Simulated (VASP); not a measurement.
Data:

```
HfN
1.0
    0.00000     2.24524     2.24524
    2.26769     0.00000     2.24524
    2.26769     2.24524     0.00000
Hf N
1 1
Cartesian
  0.00000   0.00000   0.00000
  2.26769   2.24524   2.24524
```

The numbers are results of PBEsol GGA, VASP's PBE PAW potentials (set 64) (plane waves; VASP), not measurements. Numerical set-up: 600 eV cut-off, 14×14×14 Γ-centred mesh, first-order Methfessel-Paxton smearing of 0.10 eV, potentials Hf_pv N.

Problem. Give the stress tensor in GPa (positive for a compressed cell).

Solution. 
```
-6.18   0.00   0.00
 0.00  -1.29   0.00
 0.00   0.00  -1.29
```
The pressure is its mean diagonal, -2.92 GPa.

The compound is HfN in the rock salt structure. This cell was strained or had an atom moved on purpose. The electron count is odd and the run is not spin-polarised, which forces a metal.
